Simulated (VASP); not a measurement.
# KP6Ir: single point with r2SCAN

The system is KP6Ir.

```
Ir P K
1.0
     5.44676   -0.61927   -0.71506
    -1.29519    5.32665   -0.71506
    -1.29519   -1.46858    5.16989
Ir P K
1 6 1
Cartesian
  0.0000 0.0000 0.0000
  2.1750 3.5805 -0.4342
  -1.2056 2.0403 3.4818
  3.2806 -0.8019 2.5167
  0.6814 -0.3417 4.1740
  4.0620 1.1985 0.2580
  -0.4242 4.0407 1.2231
  1.4282 1.6194 1.8699
```

The cell was built by a generator and needn't be a form met in nature.

```json
{
  "Program": "VASP 6.6.1",
  "Task": "single point",
  "Functional": "r2SCAN",
  "Potentials or basis": "VASP PAW PBE potentials, release 64 (Ir, P, K_sv)",
  "Cutoff": "520 eV",
  "k mesh": "4 × 4 × 4",
  "Occupations": "fermi-dirac, width 0.1 eV",
  "Spin": "no spin polarisation",
  "Dipole correction": "no",
  "Further INCAR settings": "ALGO = Normal; EDIFF = 1e-06; NBANDS = 34"
}
```

* Pressure: 0.1 GPa
* Largest force: 0.036 eV/Å
* Band gap on the k mesh: none (metal or under the smearing width)

Forces in eV/Å, atoms in the order of the input:
```
Ir   0.000  0.000  0.000
P   -0.033 -0.003  0.015
P    0.019 -0.030 -0.001
P    0.001  0.020 -0.030
P    0.033  0.003 -0.015
P   -0.019  0.030  0.001
P   -0.001 -0.020  0.030
K    0.000  0.000  0.000
```

Levels at points of the mesh, in eV from the Fermi level:
```csv
k point,band 21,band 22,band 23,band 24,band 25,band 26,band 27,band 28
"(0.00, 0.00, 0.00)",-1.74,-1.73,0.70,0.70,0.72,0.72,1.07,3.24
"(0.50, 0.00, 0.00)",-2.13,-1.75,-1.11,-0.73,0.40,1.12,1.47,2.01
"(0.50, 0.50, 0.00)",-2.37,-1.90,-0.99,-0.58,0.00,1.27,1.74,2.29
"(0.50, 0.50, 0.50)",-1.70,-1.70,-0.41,0.41,0.74,1.19,1.19,2.33
```

It took 4.2 min on 1 thread of Intel(R) Xeon(R) Platinum 8559C (Emerald Rapids), on a shared host, peak memory 0.31 GiB.

Caveat: the PAW data sets were made with another functional, which shifts forces and pressure a little. The run has no spin-orbit coupling, so splittings on Ir are missing.
